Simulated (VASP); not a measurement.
Method: PBEsol GGA, VASP's PBE PAW potentials (set 64) (plane waves; VASP).

The input files of a VASP run:

**POSCAR**
```
SnF4
1.0
 -2.0538949876   2.0538949876   3.9029436512
  2.0538949876  -2.0538949876   3.9029436512
  2.0538949876   2.0538949876  -3.9029436512
Sn F
1 4
Cartesian
  0.0000000000   0.0000000000   0.0000000000
  2.0538949876   2.0538949876   2.0038160826
  2.0538949876   2.0538949876  -2.0038160826
  0.0000000000   2.0538949876   0.0000000000
  2.0538949876   0.0000000000   0.0000000000
```

**KPOINTS**
```
Automatic
0
gamma
7 7 7
0 0 0
```

### INCAR
```
EDIFFG=-0.02
EDIFF=1E-6   ! SCF stop (eV)
ISMEAR=0
ISIF=3   ! ions, shape and volume
ENCUT=520   ! plane-wave cut-off (eV)
NSW=60   ! most ionic steps
SIGMA=0.05   ! width (eV)
NELM=100   ! most electronic steps
IBRION=2
LWAVE=.FALSE.
LASPH=.TRUE.   ! aspherical one-centre terms
PREC=Accurate
LREAL=.FALSE.   ! projection in real space or not
GGA=PS
SYSTEM=SnF4
LMAXMIX=4   ! l cut-off of mixed one-centre charges
ALGO=Normal
LCHARG=.FALSE.
```

POTCAR, in this order: Sn_d F (PBE.64 set). Program: vasp_std.

Energy and stress use the plane-wave basis of the starting cell. Without a dispersion term in the relaxation, distances and binding between the weakly bound layers, chains or molecules are unreliable, and so is what depends on them.

Question: Predict the energy per atom (σ→0), volume per atom.

Answer: 
- energy per atom (σ→0): -460.2 kJ/mol of atoms
- volume per atom: 13.44 Å^3/atom

File OSZICAR:
```
...
       N       E                     dE             d eps       ncg     rms          rms(c)
DAV:   1    -0.238501677095E+02   -0.79317E-03   -0.88275E-02  2000   0.283E+00    0.232E-01
DAV:   2    -0.238494859688E+02    0.68174E-03   -0.32994E-03  2000   0.499E-01    0.820E-02
DAV:   3    -0.238493731363E+02    0.11283E-03   -0.29572E-04  2592   0.313E-01    0.328E-02
DAV:   4    -0.238493484775E+02    0.24659E-04   -0.57048E-05  2755   0.186E-01    0.104E-02
DAV:   5    -0.238493465828E+02    0.18946E-05   -0.14098E-05  2434   0.337E-02    0.318E-03
DAV:   6    -0.238493458858E+02    0.69701E-06   -0.13206E-06  1029   0.204E-02
  10 F= -.23849346E+02 E0= -.23849346E+02  d E =-.189091E-02
```

The structure comes from a computed database's SnF4 entry (I4/mmm); how it stands against other phases isn't given here. This run relaxes it. Symmetry was kept, so distortions that lower it aren't found. The start is the result of an earlier pass.
